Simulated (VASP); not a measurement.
Here is the system:

```
BP
1.0
    0.00000     2.26930     2.26930
    2.26930     0.00000     2.26930
    2.26930     2.26930     0.00000
B P
1 1
Direct
  0.00000   0.00000   0.00000
  0.25000   0.25000   0.25000
```

Level of theory: vdW-DF-cx, VASP's PBE PAW potentials (set 64) (plane waves; VASP 6.6.1). Settings: 520 eV cut-off, 10×10×10 Γ-centred mesh, Gaussian smearing of 0.050 eV, potentials B P.

### Question
Give the energy at these volumes per atom, relative to the lowest: 10.98, 11.33, 11.68, 12.03, 12.38 Å³.

### Answer
24.2, 5.9, 0.0, 5.0, 19.4 meV/atom. A third-order Birch-Murnaghan fit gives B0 = 165 GPa and B0′ = 3.8.

Measured: bulk modulus 176 GPa at 0 K (computed value off by -6.6 %), as given by Tamar Goldzak et al., The Journal of Chemical Physics (2022), arXiv:2208.04865 [0 K, zero-point effect removed]; a 4.525 Å at 0 K (computed value off by +0.3 %), as given by Daniel Mejia-Rodriguez et al., Physical Review B (2018), arXiv:1807.09216 [static lattice: zero-point anharmonic expansion removed].

The compound is BP in the zinc blende structure. It was relaxed first.
